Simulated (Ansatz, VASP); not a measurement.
# Cross-check of BAs between VASP and Ansatz

Wanted: the spread between two codes on one cell, functional and k mesh. The cell is taken from a series of runs on this material, whose earlier steps may have relaxed, scaled, displaced or heated it; both programs get it as it stands.

Method: plane waves, with VASP 6.6.1 beside it; zone-centre phonons at LDA, in Ansatz 0.2.0.

## (1) Set-up

The structure is cubic, space group F-43m (No. 216). The conventional cell has a = 4.732 Å, b = 4.732 Å, c = 4.732 Å, α = 90.00°, β = 90.00°, γ = 90.00°. Nearest to B lie 4 As at 2.05 Å. As has 4 B at 2.05 Å nearest. Farther neighbours are not listed.

Coordinates:

```cif
data_structure
_symmetry_space_group_name_H-M 'F-43m'
_symmetry_Int_Tables_number 216
_cell_length_a 4.7317
_cell_length_b 4.7317
_cell_length_c 4.7317
_cell_angle_alpha 90.000
_cell_angle_beta 90.000
_cell_angle_gamma 90.000
_cell_volume 105.94
loop_
_atom_site_label
_atom_site_type_symbol
_atom_site_symmetry_multiplicity
_atom_site_Wyckoff_symbol
_atom_site_fract_x
_atom_site_fract_y
_atom_site_fract_z
_atom_site_occupancy
B1 B 4 a 0.00000 0.00000 0.00000 1
As1 As 4 c 0.25000 0.25000 0.25000 1
```

## (2) VASP: zone-centre phonons, LDA

Second derivatives magnify differences that forces hide, and they need a tight electronic threshold.

Lines of VASP's logs that name or quote its potential files are left out, and so is its time.

The input, INCAR:

```
SYSTEM = BAs
PREC = Accurate
ENCUT = 500
EDIFF = 1E-08
NELM = 120
ISMEAR = -1
SIGMA = 0.03
LREAL = .FALSE.
ALGO = Normal
GGA = CA
NELECT = 8.005297
NBANDS = 10
LORBIT = 11
LWAVE = .FALSE.
LCHARG = .FALSE.
ISIF = 2
IBRION = 8
LASPH = .TRUE.
GGA_COMPAT = .FALSE.
KPAR = 2
```

The input, POSCAR:

```
BAs
1.0
    0.0000000000      2.3658309558      2.3658309558
    2.3658309558      0.0000000000      2.3658309558
    2.3658309558      2.3658309558      0.0000000000
B As
1 1
Direct
    0.0000000000      0.0000000000      0.0000000000
    0.7500000000      0.7500000000      0.7500000000
```

The input, KPOINTS:

```
Automatic mesh
0
Gamma
29 29 29
0 0 0
```

Potentials, in the order of the species: B and As (LDA family, release 64).

Launch:

```console
$ mpirun -np 2 vasp_std
```

Numbers of over 12 decimals in the logs are rounded to 6 here.

The log of the run:

```text
[banner, memory and clock lines left out]
running    2 mpi-ranks, on    1 nodes
 distrk:  each k-point on    1 cores,    2 groups
 distr:  one band on    1 cores,    1 groups

 POSCAR found type information on POSCAR B As
 POSCAR found :  2 types and       2 ions
 LDA part: xc-table for (Slater(with rela. corr.)+CA(PZ))
 , standard interpolation
 POSCAR, INCAR and KPOINTS ok, starting setup
 FFT: planning ... GRIDC
 FFT: planning ... GRID_SOFT
 FFT: planning ... GRID
 WAVECAR not read
 entering main loop
       N       E                     dE             d eps       ncg     rms          rms(c)
DAV:   1     0.106289784972E+02    0.10629E+02   -0.37458E+03 13616   0.684E+02
DAV:   2    -0.130311197948E+02   -0.23660E+02   -0.22650E+02 19076   0.107E+02
DAV:   3    -0.136703887929E+02   -0.63927E+00   -0.63802E+00 16226   0.173E+01
DAV:   4    -0.136721576952E+02   -0.17689E-02   -0.17688E-02 16422   0.101E+00
DAV:   5    -0.136721604979E+02   -0.28028E-05   -0.28027E-05 15934   0.408E-02BRMIX: very serious problems
 the old and the new charge density differ
 old charge density:     8.00000 new    8.00530
BRMIX: very serious problems
 the old and the new charge density differ
 old charge density:     8.00000 new    8.00530
    0.523E+00
DAV:   6    -0.129865130601E+02    0.68565E+00   -0.18524E+00 14678   0.599E+00    0.247E+00
DAV:   7    -0.128992220837E+02    0.87291E-01   -0.21848E-01 16318   0.250E+00    0.905E-01
DAV:   8    -0.128856527348E+02    0.13569E-01   -0.25145E-02 14814   0.887E-01    0.104E-01
DAV:   9    -0.128856770699E+02   -0.24335E-04   -0.72639E-04 15714   0.182E-01    0.591E-02
DAV:  10    -0.128856827635E+02   -0.56936E-05   -0.84615E-05 14726   0.553E-02    0.142E-02
DAV:  11    -0.128856841769E+02   -0.14134E-05   -0.16147E-06 16590   0.938E-03    0.131E-02
DAV:  12    -0.128856840158E+02    0.16110E-06   -0.80072E-07 14998   0.397E-03    0.293E-03
DAV:  13    -0.128856840181E+02   -0.22866E-08   -0.29330E-08 15632   0.126E-03
   1 F= -.12885684E+02 E0= -.12885570E+02  d E =-.228580E-03
 Linear response reoptimize wavefunctions to high precision
DAV:   1    -0.128856840173E+02    0.83708E-09   -0.58755E-09 15024   0.356E-04
DAV:   2    -0.128856840173E+02   -0.17621E-10   -0.13085E-10  8424   0.962E-05
 Linear response DOF=           2
 Linear response progress:
  Degree of freedom:   1/  2
       N       E                     dE             d eps       ncg     rms          rms(c)
RMM:   1    -0.439594596558E-01   -0.43959E-01    0.11953E-03161966   0.109E+00
RMM:   2    -0.410825483125E-01    0.28769E-02   -0.10022E-03105868   0.216E-01    0.103E-01
RMM:   3    -0.411271246501E-01   -0.44576E-04   -0.12554E-04112050   0.702E-02    0.538E-02
RMM:   4    -0.414206626886E-01   -0.29354E-03   -0.11980E-04109910   0.648E-02    0.750E-03
RMM:   5    -0.414010836835E-01    0.19579E-04    0.82389E-07116560   0.701E-03    0.717E-04
RMM:   6    -0.413991507905E-01    0.19329E-05    0.79179E-08115889   0.551E-04    0.273E-04
RMM:   7    -0.413984583579E-01    0.69243E-06    0.35648E-08118358   0.250E-04    0.485E-05
RMM:   8    -0.413985575130E-01   -0.99155E-07   -0.64557E-09120368   0.489E-05    0.135E-05
RMM:   9    -0.413985146459E-01    0.42867E-07   -0.10325E-08122785   0.293E-05    0.168E-06
RMM:  10    -0.413985147460E-01   -0.10014E-09   -0.45268E-09112131   0.203E-05    0.398E-07
 first order change of Fermi-energy   0.30132E-04
 force on displaced ion       1 direction 1 : -17.200   0.000   0.000
 Linear response progress:
  Degree of freedom:   2/  2
       N       E                     dE             d eps       ncg     rms          rms(c)
RMM:   1    -0.400117443963E-01   -0.40012E-01    0.29546E-02163600   0.115E+00
RMM:   2    -0.377696866878E-01    0.22421E-02   -0.10661E-03107379   0.216E-01    0.976E-02
RMM:   3    -0.376477298693E-01    0.12196E-03   -0.35173E-05115471   0.266E-02    0.571E-02
RMM:   4    -0.376819907945E-01   -0.34261E-04   -0.41892E-05113819   0.298E-02    0.315E-03
RMM:   5    -0.376744503768E-01    0.75404E-05   -0.18284E-06118948   0.250E-03    0.858E-04
RMM:   6    -0.376707773580E-01    0.36730E-05    0.78853E-08118390   0.455E-04    0.130E-04
RMM:   7    -0.376702251074E-01    0.55225E-06    0.94771E-08121859   0.857E-05    0.468E-05
RMM:   8    -0.376701772276E-01    0.47880E-07    0.40856E-08120630   0.356E-05    0.141E-05
RMM:   9    -0.376702162923E-01   -0.39065E-07    0.16004E-08123447   0.246E-05    0.615E-07
RMM:  10    -0.376702195523E-01   -0.32600E-08    0.29732E-08 92171   0.204E-05    0.267E-07
 first order change of Fermi-energy   0.52682E-05
 force on displaced ion       2 direction 1 : -17.201  -0.000  -0.000
 Linear response finished
```

Parts of OUTCAR (step 2):

```text
NELECT = 8.005297

 ion  position               nearest neighbor table
   1  0.000  0.000  0.000-   2 2.05   2 2.05   2 2.05   2 2.05
   2  0.750  0.750  0.750-   1 2.05   1 2.05   1 2.05   1 2.05

  LATTYP: Found a face centered cubic cell.
 ALAT       =     4.7316619116

 Subroutine GETGRP returns: Found 24 space group operations
 (whereof 24 operations were pure point group operations)

The static configuration has the point symmetry T_d .

 Found    680 irreducible k-points:

   k-points           NKPTS =    680   k-points in BZ     NKDIM =    680   number of bands    NBANDS=     10

   dimension x,y,z NGX =    24 NGY =   24 NGZ =   24
   dimension x,y,z NGXF=    48 NGYF=   48 NGZF=   48

   ENCUT  =  500.0 eV  36.75 Ry    6.06 a.u.   6.10  6.10  6.10*2*pi/ulx,y,z

 k-points in reciprocal lattice and weights: Automatic mesh
   0.00000000  0.00000000  0.00000000       0.000
   0.03448276  0.00000000  0.00000000       0.000
   0.06896552  0.00000000  0.00000000       0.000
   0.10344828  0.00000000  0.00000000       0.000
   0.13793103  0.00000000  0.00000000       0.000
   0.17241379  0.00000000  0.00000000       0.000
   0.20689655  0.00000000  0.00000000       0.000
   0.24137931  0.00000000  0.00000000       0.000
   0.27586207  0.00000000  0.00000000       0.000
[...]
-0.27586207  0.48275862  0.20689655       0.001
  -0.27586207  0.48275862  0.24137931       0.001

 average (electrostatic) potential at core
       1 -31.5848       2 -51.6970

  Total        0.2239119      0.2239119      0.2239119     -0.0000000      0.0000000     -0.0000000
  in kB       13.5458614     13.5458614     13.5458614     -0.0000000      0.0000000     -0.0000000
  external PRESSURE =      13.5458614 kB  Pullay stress =       0.0000000 kB

  energy-cutoff  :      500.00
  volume of cell :       26.48
      direct lattice vectors                 reciprocal lattice vectors
     0.000000000  2.365830956  2.365830956    -0.211342234  0.211342234  0.211342234
     2.365830956  0.000000000  2.365830956     0.211342234 -0.211342234  0.211342234
     2.365830956  2.365830956  0.000000000     0.211342234  0.211342234 -0.211342234

 POSITION                                       TOTAL-FORCE (eV/Angst)
 -----------------------------------------------------------------------------------
      0.00000      0.00000      0.00000         0.000000      0.000000      0.000000
      3.54875      3.54875      3.54875        -0.000000     -0.000000     -0.000000
 -----------------------------------------------------------------------------------
    total drift:                               -0.000000     -0.000000     -0.000000

 Eigenvectors and eigenvalues of the dynamical matrix
 ----------------------------------------------------

   1 f  =   21.093784 THz   132.536152 2PiTHz  703.612890 cm-1    87.236841 meV
             X         Y         Z           dx          dy          dz
      0.000000  0.000000  0.000000    -0.000000    0.934825    0.000000
      3.548746  3.548746  3.548746    -0.000000   -0.355110    0.000000

   2 f  =   21.093784 THz   132.536152 2PiTHz  703.612890 cm-1    87.236841 meV
             X         Y         Z           dx          dy          dz
      0.000000  0.000000  0.000000    -0.000000   -0.000000    0.934825
      3.548746  3.548746  3.548746     0.000000    0.000000   -0.355110

   3 f  =   21.093784 THz   132.536152 2PiTHz  703.612890 cm-1    87.236841 meV
             X         Y         Z           dx          dy          dz
      0.000000  0.000000  0.000000     0.934825   -0.000000    0.000000
      3.548746  3.548746  3.548746    -0.355110    0.000000    0.000000

   4 f/i=    0.000066 THz     0.000414 2PiTHz    0.002197 cm-1     0.000272 meV
             X         Y         Z           dx          dy          dz
      0.000000  0.000000  0.000000    -0.000000    0.355110    0.000000
      3.548746  3.548746  3.548746    -0.000000    0.934825    0.000000

   5 f/i=    0.000066 THz     0.000414 2PiTHz    0.002197 cm-1     0.000272 meV
             X         Y         Z           dx          dy          dz
      0.000000  0.000000  0.000000     0.000000    0.000000   -0.355110
      3.548746  3.548746  3.548746     0.000000    0.000000   -0.934825

   6 f/i=    0.000066 THz     0.000414 2PiTHz    0.002197 cm-1     0.000272 meV
             X         Y         Z           dx          dy          dz
      0.000000  0.000000  0.000000    -0.355110   -0.000000   -0.000000
      3.548746  3.548746  3.548746    -0.934825   -0.000000    0.000000

 ELASTIC MODULI CONTR FROM IONIC RELAXATION (kBar)
 Direction    XX          YY          ZZ          XY          YZ          ZX
 --------------------------------------------------------------------------------
 XX          -0.0000      0.0000      0.0000     -0.0000      0.0000      0.0000
 YY           0.0000     -0.0000      0.0000     -0.0000      0.0000     -0.0000
 ZZ           0.0000      0.0000     -0.0000      0.0000      0.0000     -0.0000
 XY          -0.0000     -0.0000      0.0000   -222.2984      0.0000      0.0000
 YZ           0.0000      0.0000      0.0000      0.0000   -222.2984      0.0000
 ZX           0.0000     -0.0000     -0.0000      0.0000      0.0000   -222.2984
 --------------------------------------------------------------------------------
```

## (3) Ansatz: zone-centre phonons, LDA

Ansatz runs on its PAW soft_1 files.

The same cell, functional (in two slightly different forms), mesh and smearing now go to Ansatz, which takes its cutoff from its data sets.

The input, input.yaml:

```yaml
crystal:
  lattice:
    - [0.0, 2.3658309558, 2.3658309558]
    - [2.3658309558, 0.0, 2.3658309558]
    - [2.3658309558, 2.3658309558, 0.0]
  atoms:
    - { symbol: B, position: [0.0, 0.0, 0.0] }
    - { symbol: As, position: [0.75, 0.75, 0.75] }
total_charge: -0.005297
kpoints:
  mp_grid: { grid: [29, 29, 29] }
hamiltonian:
  xc: lda
  pseudopotentials: { kind: paw, azcp: { folder: soft_1 }, xc_functional: pbe }
scf:
  occupations: { method: fermi_dirac, width: 0.03 }
output:
  eigenvalues: true
phonons:
  method: dfpt
```

Launch:

```console
$ ansatz run input.yaml --threads 4 --pin off --max-ram 16384MiB --backend cpu --events-out ev --progress --plain --runs-dir out
```

The log of the run:

```text
zone centre: on kpoints.mp_grid the ground state, and the responses unless they are solved on pairs of k-points, stand on 1800 of the mesh's 24389 k-points, reduced under 8 symmetry operations, with k and −k counted as one. Each operation leaves every solved displacement unchanged or reverses it
Engine: ansatz 0.2.0, aarch64-unknown-linux-gnu
Pseudopotentials: kind: paw
Pseudopotential: B, paw, valence charge 3, recommended cutoff 420 eV (normal), soft_1/B.paw.azcp
Pseudopotential: As, paw, valence charge 15, recommended cutoff 420 eV (normal), soft_1/As.paw.azcp
Functional definition: SPW92
  exchange = slater_x
  correlation = pw_c
Crystal: 2 atoms, lattice volume = 26.484 Å³
Basis set: ecut = 420 eV, 531 PW (Γ), exchange–correlation on 48×48×48 points (8 copies of the dense FFT grid, shifted against one another)
Bands: 14, of which v1, the nominal top of the filled ones, is band 9 counted from 1 (8 counted from 0)
Symmetry: 24 space group operations
k-points: 1800 of 24389 (irreducible under 8 space group operations, time reversal used)
Non-local potential: B, projectors of the file, l = 0: 2, l = 1: 2, l = 2: 1
Non-local potential: As, projectors of the file, l = 0: 2, l = 1: 2, l = 2: 3, l = 3: 1
PAW form: soft (Blöchl's): semilocal exchange-correlation on the pseudo side does not see the compensation charge
PAW frozen core: B, regenerated for the run's functional, and the local potential with it (the file was generated under x = pbe(κ = 0.804, μ = 0.219515), c = pbe(β = 0.066725))
PAW frozen core: As, regenerated for the run's functional, and the local potential with it (the file was generated under x = pbe(κ = 0.804, μ = 0.219515), c = pbe(β = 0.066725))
PAW one-centre angular grid: B, 110 points (default); XC on 64 Gauss nodes
PAW one-centre angular grid: As, 590 points (default); XC on 64 Gauss nodes
Initial density: superposition of atomic densities (chi_scale 0.1, normalization cell, long waves kept (reshape's long-wave potential 0.00 eV rms))
Initial wavefunctions: pseudopotential atomic-orbital guess
Functional: x = slater, c = lda
SCF iter   1: F=—  HF=-4924.180512 eV  |F-HF|=—  |Δ(HF+E_count)|=         —  Δρ=7.90e-2  dr2=2.12e0  ethr=3.10e-3  ⟨swp⟩=5.9  Hψ=152393  notcnv=0
preconditioner: auto → none  [metal: Δε(μ)=0.010 eV  Ē_g=13.747 eV  σ=0.030 eV  W_gap=0.08  n_scr=8 (ndim 8)  ℏωp=20.4 eV  f_vac=0.000  D(μ)=0.08/eV (n_scr^D=0)  sad-step TF]
SCF iter   2: F=—  HF=-4923.678564 eV  |F-HF|=—  |Δ(HF+E_count)|=   5.02e-1  Δρ=4.17e-2  dr2=5.82e-1  ethr=3.10e-3  ⟨swp⟩=2.0  Hψ=47173  notcnv=0  defer=1542
SCF iter   3: F=—  HF=-4923.483319 eV  |F-HF|=—  |Δ(HF+E_count)|=   1.95e-1  Δρ=7.86e-3  dr2=2.32e-2  ethr=3.10e-3  ⟨swp⟩=2.9  Hψ=38860  notcnv=0  defer=1542
SCF iter   4: F=—  HF=-4923.471920 eV  |F-HF|=—  |Δ(HF+E_count)|=   1.14e-2  Δρ=1.36e-3  dr2=3.46e-4  ethr=1.29e-4  ⟨swp⟩=2.7  Hψ=49598  notcnv=0  defer=1542
SCF iter   5: F=—  HF=-4923.471738 eV  |F-HF|=—  |Δ(HF+E_count)|=   1.82e-4  Δρ=5.46e-4  dr2=3.70e-5  ethr=1.92e-6  ⟨swp⟩=2.1  Hψ=41212  notcnv=0  defer=1542
SCF iter   6: F=—  HF=-4923.471766 eV  |F-HF|=—  |Δ(HF+E_count)|=   2.74e-5  Δρ=4.26e-5  dr2=2.87e-7  ethr=2.05e-7  ⟨swp⟩=1.7  Hψ=27188  notcnv=0  defer=1542
SCF iter   7: F=—  HF=-4923.471766 eV  |F-HF|=—  |Δ(HF+E_count)|=   1.08e-8  Δρ=4.42e-6  dr2=2.17e-9  ethr=1.59e-9  ⟨swp⟩=2.0  Hψ=39400  notcnv=0  defer=1542
SCF iter   8: F=—  HF=-4923.471766 eV  |F-HF|=—  |Δ(HF+E_count)|=  8.99e-10  Δρ=1.33e-7  dr2=4.40e-12  ethr=1.00e-12  ⟨swp⟩=9.5  Hψ=149400  notcnv=0
SCF iter   9: F=-4923.471766 eV  HF=-4923.471766 eV  |F-HF|=3.64e-12  |Δ(HF+E_count)|=  7.28e-12  Δρ=3.48e-8  dr2=1.77e-13  ethr=1.00e-12  ⟨swp⟩=5.0  Hψ=95107  notcnv=0
SCF 1 converged in 9 iterations: F = -4923.471766 eV  dr2 = 1.77e-13
  greatest PAW one-centre occupation: 0.999 electrons in one spin orbital (limit 2), on the As atom at site 1 (counted from 0), in its partial waves of l = 2
DFPT response loops at Γ: preconditioner auto → Kerker (q_TF=auto, 2.558 Å⁻¹) (partly filled bands, converged f_vac=0.000); β = 1.00, the filter's whole step (`scf.mixing.beta` (0.50) is not read by the response loops under this deck's `scf.mixing.preconditioner`; to damp them name `kerker` or `kerker_dos`, under which they read `scf.mixing.beta`, and type it under 1.00, their step now; both keys bind the ground state too); Broyden in place of MSR1
SCF converged after 9 iterations
Free energy (F): -4923.471766 eV
Harris-Foulkes:  -4923.471766 eV  (|F-HF|=3.64e-12)
Internal energy: -4923.471537 eV  (E = F + TS)
E sigma→0 (E₀):  -4923.471651 eV
Entropy (-TS):   -0.000229 eV (-0.115 meV/atom)
Fermi energy:    12.053128 eV
--- Per-component energies (eV) ---
  E_band       = -217.314468
  E_kinetic    = 148.664912
  E_local      = -1936.404822  (includes V_loc(G=0)·N_el)
  E_nonlocal   = -379.991646
  E_hartree    = 1093.325369
  E_xc         = -103.540399
  E_vxc        = -113.446967  (∫ρ·V_xc dr)
  E_paw        = -2005.334891  (= ΣΔE_a)
  E_vpaw       = -122.786682  (= ΣTr[D̂ρ^β])
  E_aug_tail   = -0.000004  (compensation charges beyond the density's cutoff)
  E_ewald      = -1742.311119
  E_core_change = 2.121063  (= ΣΔE_core)
  E_smearing   = -0.000229  (= −TS)
  E_closure    = 0.000000  (closes the sum)
  E_deformation_potential = -0.092400  (in the stress; not in F)
  Σ components = -4923.471766   (vs F -4923.471766, Δ=0.00e0)
--- Band table (eV; the first three rows and the last of 1800) ---
  k-point 0: bands = [... 5 lower, -4.7921, 10.8595, 10.8595, 10.8595, 14.1486, 14.1486, 14.1486, 15.8704, ... 1 higher]
  k-point 1: bands = [... 5 lower, -4.7721, 10.6463, 10.8171, 10.8171, 14.2039, 14.2039, 14.2092, 15.9735, ... 1 higher]
  k-point 2: bands = [... 5 lower, -4.7122, 10.1007, 10.6996, 10.6996, 14.3040, 14.3579, 14.3579, 16.2783, ... 1 higher]
  k-point 1799: bands = [... 5 lower, -0.3747, 2.8125, 5.1391, 5.5752, 16.0073, 16.8092, 17.5945, 18.2728, ... 1 higher]
--- Phonons (Γ-DFPT): 2 representative perturbations + reference, on 1800 of 24389 k-points (Σ response iterations 6) ---
  k mesh reduced under 8 symmetry operations, with k and −k counted as one. Each operation leaves every solved displacement unchanged or reverses it
  ASR residual: 1.890e-5 → 0.000e0 eV/Å²; symmetrization residual: 8.055e-7 eV/Å²
  ASR residual per site (eV/Å²): 1.89e-5 3.93e-6
  Γ frequencies (cm⁻¹): 0.00 0.00 0.00 698.51 698.51 698.51
  non-analytic LO–TO correction: not included (Born effective charges unavailable; polar crystals: no LO–TO splitting at Γ)
```

## (4) Comparison

Known differences besides the potentials themselves: the two LDA forms differ slightly; the cutoff is 420 eV in Ansatz and 500 eV in VASP; VASP's log shows a relativistic correction to its local exchange, Ansatz's none. Total energies have different zeros and are not compared.

Both answers:

```
                  quantity  Ansatz   VASP  difference
optical mode 1 to 3 (cm⁻¹)   698.5  703.6     -0.73 %
```

Modes are paired by rising frequency, not by their patterns, so a pair may set unlike modes beside each other; they are those without the splitting of longitudinal modes. The cell carries a charge of -0.005297 e against a uniform background, so its pressure also hangs on how the neutralising background is counted, and in a defect's cell a gap may be the spacing between its levels.

## (5) Results

```
r.m.s. difference of the optical zone-centre modes, each program's sorted by frequency (zone-centre phonons, LDA) : 5.1 cm⁻¹
difference in optical mode 1 to 3 (zone-centre phonons, LDA)                                                      : -0.7 %
```

The r.m.s. difference of the optical zone-centre modes, each program's sorted by frequency is 5.1 cm⁻¹ (zone-centre phonons, LDA). The data sets hold unlike numbers of valence electrons (18.0053 in Ansatz and 8.0053 in VASP), so part of the differences comes from the potentials. Among the rows given in per cent, the largest difference of the zone-centre phonons, LDA pair is in optical mode 1 to 3, -0.7 %. Such differences can come from data sets, numerical settings and the points named under the comparisons, not from the functional's error against experiment.

[Lines on the potential files, build, host, timing and source positions are cut from VASP's logs without a mark.]

[Logs are printed without paths, hosts, clocks, repeated set-up lines and the standing remarks that a program may print on its own settings, such as how far it seeks lower states.]

[Hosts, paths, dates, database ids (printed as entryN), source tags and the programs' standing remarks are cut or masked in the printed files.]
